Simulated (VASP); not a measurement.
Output of a VASP run:

**OSZICAR**
```
       N       E                     dE             d eps       ncg     rms          rms(c)
DAV:   1     0.781288180899E+02    0.78129E+02   -0.85992E+03   840   0.129E+03
DAV:   2    -0.102846438752E+02   -0.88413E+02   -0.81614E+02  1176   0.248E+02
DAV:   3    -0.141353127906E+02   -0.38507E+01   -0.38164E+01  1116   0.509E+01
DAV:   4    -0.142418531549E+02   -0.10654E+00   -0.10651E+00  1160   0.767E+00
DAV:   5    -0.142436761678E+02   -0.18230E-02   -0.18230E-02  1092   0.843E-01    0.147E+01
DAV:   6    -0.121804186426E+02    0.20633E+01   -0.10794E+01   976   0.237E+01    0.177E+01
DAV:   7    -0.120490764805E+02    0.13134E+00   -0.69510E-01  1052   0.713E+00    0.992E+00
DAV:   8    -0.120404345798E+02    0.86419E-02   -0.13731E-01   892   0.419E+00    0.795E-01
DAV:   9    -0.120415014218E+02   -0.10668E-02   -0.11883E-02  1196   0.916E-01    0.228E-01
DAV:  10    -0.120421537990E+02   -0.65238E-03   -0.10372E-03   888   0.324E-01    0.849E-02
DAV:  11    -0.120423127937E+02   -0.15899E-03   -0.20748E-04   992   0.127E-01    0.535E-02
DAV:  12    -0.120423277173E+02   -0.14924E-04   -0.21745E-05   984   0.452E-02    0.308E-02
DAV:  13    -0.120423275009E+02    0.21633E-06   -0.30208E-06  1044   0.210E-02    0.366E-03
DAV:  14    -0.120423273160E+02    0.18490E-06   -0.34607E-07   976   0.548E-03    0.964E-04
DAV:  15    -0.120423272874E+02    0.28654E-07   -0.29653E-08   552   0.175E-03
   1 F= -.12356839E+02 E0= -.12356839E+02  d E =-.105142E-19
```

OUTCAR:
```
------------------------ aborting loop because EDIFF is reached ----------------------------------------
  Edisp (eV):   -0.31451
  FORCE on cell =-STRESS in cart. coord.  units (eV):
  Direction    XX          YY          ZZ          XY          YZ          ZX
  --------------------------------------------------------------------------------------
  Total      -1.03009    -1.03009    -1.03009     0.00000     0.00000     0.00000
  in kB     -45.01899   -45.01899   -45.01899     0.00000     0.00000     0.00000
  external pressure =      -45.02 kB  Pullay stress =        0.00 kB
  volume of cell :       36.66
      direct lattice vectors                 reciprocal lattice vectors
     0.000000000  2.636652894  2.636652894    -0.189634366  0.189634366  0.189634366
     2.636652894  0.000000000  2.636652894     0.189634366 -0.189634366  0.189634366
     2.636652894  2.636652894  0.000000000     0.189634366  0.189634366 -0.189634366
  FREE ENERGIE OF THE ION-ELECTRON SYSTEM (eV)
  ---------------------------------------------------
  free  energy   TOTEN  =       -12.3568392157 eV

  energy  without entropy=      -12.3568392157  energy(sigma->0) =      -12.35683922
```
(Selected blocks of OUTCAR.)

### POSCAR
```
SrO
1
    0.0000000000     2.6366528936     2.6366528936
    2.6366528936     0.0000000000     2.6366528936
    2.6366528936     2.6366528936     0.0000000000
Sr O
1 1
Direct
  0.0000000000   0.0000000000   0.0000000000
  0.5000000000   0.5000000000   0.5000000000
```

Task: Reconstruct the remaining input files.

Result: Several could match; the one computed here: the input of the run itself, PBE GGA with D4 dispersion, plane waves, VASP's PBE PAW potentials (set 64).

File KPOINTS:
```
kpoints
0
gamma
  9 9 9
0 0 0
```

**INCAR**
```
SYSTEM=SrO
PREC=Accurate; ENCUT=520; LREAL=F
LASPH=T
EDIFF=1E-7; NELM=100; ALGO=Normal
LMAXMIX=4
ISMEAR=0; SIGMA=0.05
GGA=PE; IVDW=13
ISIF=2
LWAVE=F; LCHARG=F
```

POTCAR, in this order: Sr_sv O (PBE.64 set). Program: vasp_std.

The compound is SrO in the rock salt structure. This cell is one point of a volume scan, at 1.06 of the reference volume.
